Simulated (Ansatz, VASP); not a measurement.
# K in two plane-wave programs

Aim: how closely do two programs agree when they are given the same cell, functional and k mesh? The structure shown is the start of the Ansatz relaxation below; VASP solves that cell, so the two are compared at the walk's first step.

Method: plane waves, with VASP 6.6.1 beside it; single point at PBEsol, in Ansatz 0.2.0.

### 1. Set-up

The cell holds 5 atoms: 5 K. Its edges and angles: a = 4.547 Å, b = 4.547 Å, c = 53.498 Å, α = 90.0°, β = 90.0°, γ = 70.5°. Vacuum lies along c. The height across the vacuum is the one that the program set for its solve, not the one typed.

### 2. Ansatz: relaxation, PBEsol

Ansatz runs on its default PAW (the set named soft_2) files.

The two programs are compared at the cell with which this relaxation starts, whose forces are those of its first step.

input.yaml reads:

```yaml
crystal:
  lattice:
    - [2.625, 3.71231, 0.0]
    - [-2.625, 3.71231, 0.0]
    - [0.0, 0.0, 27.84924]
  atoms:
    - { symbol: K, position: [0.0, 0.0, 0.2334] }
    - { symbol: K, position: [0.5, 0.5, 0.3667] }
    - { symbol: K, position: [0.0, 0.0, 0.5] }
    - { symbol: K, position: [0.5, 0.5, 0.6333] }
    - { symbol: K, position: [0.0, 0.0, 0.7666] }
  periodic: [true, true, false]
kpoints:
  mp_grid: { grid: [8, 8, 1] }
hamiltonian:
  xc: pbesol
scf:
  occupations: { method: gaussian, width: 0.1 }
output:
  forces: true
  stress: true
  eigenvalues: true
  write_density: true
  write_potential: true
  elf: true
  volumetric_format: npy
relax:
  adjacent_minimum: "off"
  f_tol: 0.005
  max_steps: 80
  cell: { stress_2d_tol: 0.02 }
```

Command:

```bash
ansatz run input.yaml --threads 8 --pin off --max-ram 14336MiB --backend cpu --events-out ev --progress --plain --runs-dir out
```

Numbers of over 12 decimals in the logs are rounded to 6 here.

The log of the run:

```text
Warning: crystal.periodic: the lattice vector that does not repeat stood 0.000° off the slab's normal, 27.849 Å along it as the deck builds it. The run solves the slab on a vector along the normal, 53.498 Å long, with every atom where it was (on the deck's vector they left 13.00 Å outside them, and the widest stretch free of ions among them is 3.71 Å). A fractional position that the run reports is one of the run's ce [...]
crystal.periodic: the lattice vector that does not repeat stood 0.000° off the slab's normal, 27.849 Å along it as the deck builds it. The run solves the slab on a vector along the normal, 53.498 Å long, with every atom where it was (on the deck's vector they left 13.00 Å outside them, and the widest stretch free of ions among them is 3.71 Å). A fractional position that the run reports is one of the run's cell, which [...]
Engine: ansatz 0.2.0, aarch64-unknown-linux-gnu
Pseudopotentials: kind: paw
Pseudopotential: K, paw, valence charge 9, recommended cutoff 420 eV (normal), K.paw.azcp
Functional definition: PBEsol
  exchange = pbesol_x
  correlation = pbesol_c
Crystal: 5 atoms, lattice volume = 1042.664 Å³
Basis set: ecut = 420 eV, 20523 PW (Γ), exchange–correlation on 64×64×720 points (8 copies of the dense FFT grid, shifted against one another)
Bands: 28, of which v1, the nominal top of the filled ones, is band 23 counted from 1 (22 counted from 0)
Symmetry: 8 space group operations
Space group: Cmmm (ITA 65), of the structure as read, at distance tolerance 1.0e-4 Å
k-points: 21 of 64
Non-local potential: K, projectors of the file, l = 0: 3, l = 1: 2, l = 2: 2
PAW form: soft (Blöchl's): semilocal exchange-correlation on the pseudo side does not see the compensation charge
PAW frozen core: K, regenerated for the run's functional, and the local potential with it (the file was generated under x = pbe(κ = 0.804, μ = 0.219515), c = pbe(β = 0.066725))
PAW one-centre angular grid: K, 110 points (default); XC on 64 Gauss nodes
Initial density: superposition of atomic densities (neutral atoms: chi_scale 0, normalization atom), corrected by the library's trained network
Initial wavefunctions: pseudopotential atomic-orbital guess
Functional: x = pbesol(κ = 0.804, μ = 0.123457), c = pbesol(β = 0.046)
SCF iter   1: F=—  HF=-7579.861772 eV  |F-HF|=—  |Δ(HF+E_count)|=         —  Δρ=8.37e-4  dr2=2.42e-1  ethr=1.77e-3  ⟨swp⟩=16.9  Hψ=4408  notcnv=0
preconditioner: auto → LDOS  [metal: Δε(μ)=0.016 eV  Ē_g=1.851 eV  σ=0.100 eV  W_gap=0.09  n_scr=70 (ndim 8)  ℏωp=2.6 eV  f_vac=0.618  D(μ)=4.64/eV (n_scr^D=14)  β→1.0]
[...]
SCF iter   2: F=—  HF=-7579.863651 eV  |F-HF|=—  |Δ(HF+E_count)|=   1.99e-5  Δρ=1.72e-5  dr2=4.10e-6  ethr=2.96e-7  ⟨swp⟩=2.1  Hψ=907  notcnv=0
SCF iter   3: F=—  HF=-7579.863744 eV  |F-HF|=—  |Δ(HF+E_count)|=   9.30e-5  Δρ=1.48e-5  dr2=2.76e-6  ethr=9.10e-9  ⟨swp⟩=2.2  Hψ=1019  notcnv=0
SCF iter   4: F=—  HF=-7579.863743 eV  |F-HF|=—  |Δ(HF+E_count)|=   7.49e-7  Δρ=2.15e-6  dr2=1.24e-7  ethr=6.14e-9  ⟨swp⟩=2.0  Hψ=894  notcnv=0
SCF iter   5: F=—  HF=-7579.863743 eV  |F-HF|=—  |Δ(HF+E_count)|=   2.16e-8  Δρ=7.33e-7  dr2=1.02e-8  ethr=2.77e-10  ⟨swp⟩=3.1  Hψ=1155  notcnv=0
SCF iter   6: F=-7579.863743 eV  HF=-7579.863743 eV  |F-HF|=2.59e-10  |Δ(HF+E_count)|=  6.85e-10  Δρ=1.30e-7  dr2=5.44e-10  ethr=4.48e-12  ⟨swp⟩=11.0  Hψ=3864  notcnv=0
SCF 6 converged in 6 iterations: F = -7579.863743 eV  dr2 = 5.44e-10
relax step   6: F+E_penalty+E_count = -7579.86374325 eV  Δ(F+E_penalty+E_count) = -2.366e-4 eV  max|allowed force component| = 8.495e-4 eV/Å  Δτ_max = 0.0140 Å  P = +0.013 N/m  Ω = 997.526 Å³  energy of the carried Pulay correction = +1.566e-5 eV  fix = [c, alpha, beta]  reactions: c +0.000 N/m  (6 SCF iters, dr2 threshold 2.02e-9 eV, accepted)
[...]
relax step   7: F+E_penalty+E_count = -7579.86381322 eV  Δ(F+E_penalty+E_count) = -6.998e-5 eV  max|allowed force component| = 5.643e-4 eV/Å  Δτ_max = 0.0093 Å  P = +0.001 N/m  Ω = 998.398 Å³  energy of the carried Pulay correction = +1.535e-5 eV  fix = [c, alpha, beta]  reactions: c +0.000 N/m  (7 SCF iters, dr2 threshold 3.81e-10 eV, accepted)
[...]
relax step   8: F+E_penalty+E_count = -7579.86380834 eV  Δ(F+E_penalty+E_count) = +4.888e-6 eV  max|allowed force component| = 5.634e-4 eV/Å  Δτ_max = 0.0000 Å  P = +0.001 N/m  Ω = 998.398 Å³  fix = [c, alpha, beta]  reactions: c +0.000 N/m  stress off target by 3.61e-3 N/m on what of the cell is left free  SCF on the basis re-selected at this cell (its energy is not comparable with the rows above)  (7 SCF iters)
basis re-selected at this cell: Δ(F+E_penalty+E_count) = +4.888e-6 eV, ΔP = -0.000 N/m vs the last step (what re-selecting the basis moved, of the pressure what is left beyond the Pulay correction that the steps carried, after the strain that the cell walked since its last selection, with what the two solves' SCF thresholds leave and, on support functions, any second-order correction that the steps lacked; it is no m [...]
SCF converged after 7 iterations
Free energy (F): -7579.863808 eV
Harris-Foulkes:  -7579.863808 eV  (|F-HF|=1.36e-11)
Internal energy: -7579.844514 eV  (E = F + TS)
E sigma→0 (E₀):  -7579.854161 eV
Entropy (-TS):   -0.019295 eV (-3.859 meV/atom)
Fermi energy:    -2.423816 eV
--- Per-component energies (eV) ---
  E_band       = -901.744974
  E_kinetic    = 1259.502925
  E_local      = -74607.165620  (includes V_loc(G=0)·N_el)
  E_nonlocal   = 69.236685
  E_hartree    = 36665.909656
  E_xc         = -659.610383
  E_vxc        = -808.019747  (∫ρ·V_xc dr)
  E_paw        = -3809.088497  (= ΣΔE_a)
  E_vpaw       = -147.118529  (= ΣTr[D̂ρ^β])
  E_aug_tail   = -0.000016  (compensation charges beyond the density's cutoff)
  E_ewald      = 33500.831312
  E_core_change = 0.539426  (= ΣΔE_core)
  E_smearing   = -0.019295  (= −TS)
  E_closure    = 0.000000  (closes the sum)
  Σ components = -7579.863808   (vs F -7579.863808, Δ=0.00e0)
--- Forces (eV/Å), atoms counted from 1 ---
  atom   1  K     -0.00000000     0.00000000     0.00056336
  atom   2  K     -0.00000000     0.00000000     0.00011537
  atom   3  K      0.00000000    -0.00000000     0.00000000
  atom   4  K      0.00000000    -0.00000000    -0.00011537
  atom   5  K      0.00000000    -0.00000000    -0.00056336
  max |Σ_I F_I| component: 8.08e-28 eV/Å
--- 2D stress c σ (N/m, compression-positive) ---
       -0.002550       0.000000      -0.000000
        0.000000       0.003605      -0.000000
       -0.000000      -0.000000       0.000000
  P = ½ c Tr σ = 0.0005 N/m
--- Band table (eV; the first three rows and the last of 21) ---
  k-point 0: bands = [... 19 lower, -17.9039, -4.5783, -4.3344, -3.9043, -3.3278, -2.6677, -1.8545 (-1.8545°), -1.3332, ... 1 higher]
  k-point 1: bands = [... 19 lower, -17.9077, -4.4206, -4.1790, -3.7524, -3.1796, -2.5218, -1.7632 (-1.7633°), -1.2123, ... 1 higher]
  k-point 2: bands = [... 19 lower, -17.9107, -3.9610, -3.7272, -3.3122, -2.7522, -2.1059, -1.4914, -0.8874, ... 1 higher]
  k-point 20: bands = [... 19 lower, -17.9128, -2.0014, -1.8034, -1.7508, -1.6866, -1.4543, -1.3498, -1.1340, ... 1 higher]
  ° read free of the cell's end (the report's vacuum.weakly_bound_levels)
--- Relaxed structure (7 steps of the walk, 7 accepted, 1 SCFs on fresh bases) ---
  F+E_penalty+E_count = -7579.86380834 eV   max|allowed force component| = 5.634e-4 eV/Å   (the final SCF, on the basis selected at the relaxed cell)
  cell:  # Å, volume = 998.3977 Å³
    - [2.482840, 3.758234, 0]
    - [-2.482840, 3.758234, 0]
    - [0, 0, 53.498430]
  atoms:
    - { symbol: K, position: [-5.771692854381094e-19, -5.771692854381094e-19, 0.120056] }
    - { symbol: K, position: [0.500000, 0.500000, 0.189728] }
    - { symbol: K, position: [0, 0, 0.260281] }
    - { symbol: K, position: [0.500000, 0.500000, 0.330834] }
    - { symbol: K, position: [5.771692854381094e-19, 5.771692854381094e-19, 0.400506] }
```

The column dr2 measures how far the density is from self-consistency, as an energy; F and HF (Harris–Foulkes) agree once it is small.

### 3. VASP: single point, PBEsol, start cell

The same cell, functional, mesh and smearing now go to VASP, with its own data sets.

Lines of VASP's logs that name or quote its potential files are left out, and so is its time.

INCAR reads:

```
SYSTEM = K
PREC = Accurate
ENCUT = 400
EDIFF = 1E-06
NELM = 120
ISMEAR = 0
SIGMA = 0.1
LREAL = .FALSE.
ALGO = Normal
GGA = PS
NBANDS = 28
LORBIT = 11
LWAVE = .FALSE.
LCHARG = .FALSE.
ISIF = 2
LDIPOL = .TRUE.
IDIPOL = 3
DIPOL = 0.5 0.5 0.26
LVHAR = .TRUE.
LASPH = .TRUE.
GGA_COMPAT = .FALSE.
NELMDL = -8
KPAR = 2
```

POSCAR reads:

```
K
1.0
    2.6250000000      3.7123100000      0.0000000000
   -2.6250000000      3.7123100000      0.0000000000
    0.0000000000      0.0000000000     53.4984300000
K
5
Direct
    0.0000000000      0.0000000000      0.1214991356
    0.5000000000      0.5000000000      0.1908900130
    0.0000000000      0.0000000000      0.2602809092
    0.5000000000      0.5000000000      0.3296718053
    0.0000000000      0.0000000000      0.3990626828
```

KPOINTS reads:

```
Automatic mesh
0
Gamma
8 8 1
0 0 0
```

PAW data sets: K_sv (PBE family, release 64).

Command:

```bash
mpirun -np 2 vasp_std
```

The log of the run:

```text
[banner, memory and clock lines left out]
running    2 mpi-ranks, on    1 nodes
 distrk:  each k-point on    1 cores,    2 groups
 distr:  one band on    1 cores,    1 groups

 POSCAR found type information on POSCAR K
 POSCAR found :  1 types and       5 ions
|                                                                             |
|               ----> ADVICE to this user running VASP <----                  |
|                                                                             |
|     You enforced a specific xc type in the INCAR file but a different       |
|     [... a line on the potential file left out ...]
|     I HOPE YOU KNOW WHAT YOU ARE DOING!                                     |
|                                                                             |

 LDA part: xc-table for (Slater+PW92), standard interpolation
|                                                                             |
|           W    W    AA    RRRRR   N    N  II  N    N   GGGG   !!!           |
|           W    W   A  A   R    R  NN   N  II  NN   N  G    G  !!!           |
|           W    W  A    A  R    R  N N  N  II  N N  N  G       !!!           |
|           W WW W  AAAAAA  RRRRR   N  N N  II  N  N N  G  GGG   !            |
|           WW  WW  A    A  R   R   N   NN  II  N   NN  G    G                |
|           W    W  A    A  R    R  N    N  II  N    N   GGGG   !!!           |
|                                                                             |
|     One of the lattice vectors is very long (>50 A), but AMIN is rather     |
|     large. This can spoil convergence since charge sloshing might occur     |
|     along the long lattice vector. If problems with convergence are         |
|     observed, try to decrease AMIN to a smaller value (e.g. 0.01).          |
|     Note: This warning only applies if the self-consistency cycle is        |
|     used.                                                                   |
|                                                                             |

 POSCAR, INCAR and KPOINTS ok, starting setup
 FFT: planning ... GRIDC
 FFT: planning ... GRID_SOFT
 FFT: planning ... GRID
 WAVECAR not read
 entering main loop
       N       E                     dE             d eps       ncg     rms          rms(c)
DAV:   1     0.272277550694E+03    0.27228E+03   -0.15736E+04  1664   0.877E+02
DAV:   2     0.287620787149E+02   -0.24352E+03   -0.23990E+03  1380   0.252E+02
DAV:   3    -0.362513725353E+01   -0.32387E+02   -0.32268E+02  1648   0.648E+01
DAV:   4    -0.548160106880E+01   -0.18565E+01   -0.18514E+01  1728   0.200E+01
DAV:   5    -0.555969348649E+01   -0.78092E-01   -0.78084E-01  1992   0.326E+00
DAV:   6    -0.556088480010E+01   -0.11913E-02   -0.11913E-02  1676   0.457E-01
DAV:   7    -0.556091325061E+01   -0.28451E-04   -0.28448E-04  1608   0.608E-02
DAV:   8    -0.556091474673E+01   -0.14961E-05   -0.14958E-05  1644   0.122E-02    0.473E+00
DAV:   9    -0.544552431699E+01    0.11539E+00   -0.93117E-01  1400   0.295E+00    0.274E+00
DAV:  10    -0.543217679046E+01    0.13348E-01   -0.93604E-01  1372   0.181E+00    0.199E+00
DAV:  11    -0.537498808373E+01    0.57189E-01   -0.16741E-01  1672   0.126E+00    0.298E-01
DAV:  12    -0.537653673822E+01   -0.15487E-02   -0.11921E-02  1444   0.497E-01    0.177E-01
DAV:  13    -0.537597105956E+01    0.56568E-03   -0.37628E-03  1688   0.176E-01    0.542E-02
DAV:  14    -0.537630837505E+01   -0.33732E-03   -0.44512E-04  1476   0.793E-02    0.314E-02
[...]
DAV:  21    -0.537725101216E+01   -0.15945E-04   -0.22795E-06   968   0.351E-03    0.109E-03
DAV:  22    -0.537726105172E+01   -0.10040E-04   -0.87506E-07   932   0.191E-03    0.671E-04
DAV:  23    -0.537726867879E+01   -0.76271E-05   -0.91048E-07   892   0.130E-03    0.424E-04
DAV:  24    -0.537727108223E+01   -0.24034E-05   -0.11198E-07   776   0.681E-04    0.213E-04
DAV:  25    -0.537727357270E+01   -0.24905E-05   -0.16012E-07   800   0.493E-04    0.147E-04
DAV:  26    -0.537727478699E+01   -0.12143E-05   -0.38281E-08   748   0.291E-04    0.994E-05
DAV:  27    -0.537727635953E+01   -0.15725E-05   -0.59287E-08   720   0.325E-04    0.616E-05
DAV:  28    -0.537727681116E+01   -0.45163E-06   -0.72766E-09   744   0.203E-04
   1 F= -.53772768E+01 E0= -.53662276E+01  d E =-.220984E-01
```

OUTCAR, selected parts (step 3):

```text
ion  position               nearest neighbor table
   1  0.000  0.000  0.121-
   2  0.500  0.500  0.191-
   3  0.000  0.000  0.260-
   4  0.500  0.500  0.330-
   5  0.000  0.000  0.399-

  LATTYP: Found a base centered orthorhombic cell.
 ALAT       =     5.2500000000
 B/A-ratio  =     1.4142133333
 C/A-ratio  =    10.1901771429

 Subroutine GETGRP returns: Found  8 space group operations
 (whereof  4 operations were pure point group operations)

The static configuration has the point symmetry C_2v.
 The point group associated with its full space group is D_2h.

 Found     21 irreducible k-points:

   k-points           NKPTS =     21   k-points in BZ     NKDIM =     21   number of bands    NBANDS=     28

   dimension x,y,z NGX =    30 NGY =   30 NGZ =  350
   dimension x,y,z NGXF=    60 NGYF=   60 NGZF=  700

   ENCUT  =  400.0 eV  29.40 Ry    5.42 a.u.   7.41  7.41 87.24*2*pi/ulx,y,z

   NELECT =      45.0000    total number of electrons

 k-points in reciprocal lattice and weights: Automatic mesh
   0.00000000  0.00000000  0.00000000       0.016
   0.12500000  0.00000000  0.00000000       0.062
   0.25000000  0.00000000  0.00000000       0.062
   0.37500000  0.00000000  0.00000000       0.062
   0.50000000  0.00000000  0.00000000       0.031
   0.12500000  0.12500000  0.00000000       0.031
   0.25000000  0.12500000  0.00000000       0.062
   0.37500000  0.12500000  0.00000000       0.062
   0.50000000  0.12500000  0.00000000       0.062
[...]
-0.37500000  0.37500000  0.00000000       0.031
   0.50000000  0.50000000  0.00000000       0.016

 dipolmoment           0.000000      0.000000     -0.000003 electrons x Angstroem

 average (electrostatic) potential at core
       1 -41.0119       2 -40.7969       3 -40.7810       4 -40.7969       5 -41.0119

 E-fermi :  -1.5753

 k-point     1 :       0.0000    0.0000    0.0000
  band No.  band energies     occupation
    ...
     21      -3.6892      2.00000
     22      -3.4364      2.00000
     23      -2.9996      2.00000
     24      -2.4182      2.00000
     25      -1.7482      1.98553
     26      -0.9446      0.00000
     27      -0.4332      0.00000
     28       0.1732      0.00000

 k-point     2 :       0.1250    0.0000    0.0000
  band No.  band energies     occupation
    ...
     21      -3.5426      2.00000
     22      -3.2921      2.00000
     23      -2.8585      2.00000
     24      -2.2804      2.00000
     25      -1.6138      1.41315
     26      -0.8579      0.00000
     27      -0.3201      0.00000
     28       0.2704      0.00000

 k-point     3 :       0.2500    0.0000    0.0000
  band No.  band energies     occupation
    ...
     20     -17.0787      2.00000
     21      -3.1141      2.00000
     22      -2.8712      2.00000
     23      -2.4483      2.00000
     24      -1.8816      1.99999
     25      -1.2281      0.00000
     26      -0.6003      0.00000
     27      -0.0308      0.00000
     28       0.4180      0.00000

  Total       -0.5060900     -0.1869736     -0.1669693      0.0000000      0.0000000      0.0000000
  in kB       -0.7776672     -0.2873070     -0.2565681      0.0000000      0.0000000      0.0000000
  external PRESSURE =      -0.4405141 kB  Pullay stress =       0.0000000 kB

  energy-cutoff  :      400.00
  volume of cell :     1042.66
      direct lattice vectors                 reciprocal lattice vectors
     2.625000000  3.712310000  0.000000000     0.190476190  0.134687028  0.000000000
    -2.625000000  3.712310000  0.000000000    -0.190476190  0.134687028  0.000000000
     0.000000000  0.000000000 53.498430000     0.000000000  0.000000000  0.018692137

 POSITION                                       TOTAL-FORCE (eV/Angst)
 -----------------------------------------------------------------------------------
      0.00000      0.00000      6.50001         0.000000      0.000000      0.013128
      0.00000      3.71231     10.21232         0.000000     -0.000000     -0.006582
      0.00000      0.00000     13.92462         0.000000     -0.000000     -0.000000
      0.00000      3.71231     17.63692         0.000000      0.000000      0.006582
      0.00000      0.00000     21.34923         0.000000     -0.000000     -0.013128
 -----------------------------------------------------------------------------------
    total drift:                                0.000000      0.000000     -0.000038

  FREE ENERGIE OF THE ION-ELECTRON SYSTEM (eV)
  ---------------------------------------------------
  free  energy   TOTEN  =        -5.3772768112 eV

  energy  without entropy=       -5.3551784048  energy(sigma->0) =       -5.36622761

 vacuum level on the upper side and lower side of the slab         0.831         0.831

 total charge
# of ion       s       p       d       tot
------------------------------------------
    1        1.981   5.541   0.004   7.525
    2        1.979   5.544   0.005   7.528
    3        1.979   5.544   0.005   7.528
    4        1.979   5.544   0.005   7.528
    5        1.981   5.541   0.004   7.525
--------------------------------------------------
tot          9.899  27.713   0.024  37.636

[... 3 further parts left out ...]
```

The run ends at a pressure of -0.04 GPa, with forces up to 0.013 eV/Å.

### 4. Side by side

Known differences besides the potentials themselves: Ansatz cuts the interaction across the vacuum, VASP repeats the sheet with a dipole correction; the cutoff is 420 eV in Ansatz and 400 eV in VASP; Ansatz makes its cores anew for this functional, VASP keeps those of its PBE data sets. Total energies have different zeros and are not compared.

With vacuum in the cell, a pressure given here is an average over mostly empty space and none of the material.

### 5. What came out

```
r.m.s. force difference (single point, PBEsol, start cell) : 0.16 meV/Å
```

In words: The r.m.s. force difference is 0.16 meV/Å (single point, PBEsol, start cell), within the 12 meV/Å picked in this series as the mark of a large difference. 1 further run of this series is not shown here. Such differences can come from data sets, numerical settings and the points named under the comparisons, not from the functional's error against experiment.

[Lines on the potential files, build, host, timing and source positions are cut from VASP's logs without a mark.]

[Logs are printed without paths, hosts, clocks, repeated set-up lines and the standing remarks that a program may print on its own settings, such as how far it seeks lower states.]

[Hosts, paths, dates, database ids (printed as entryN), source tags and the programs' standing remarks are cut or masked in the printed files.]
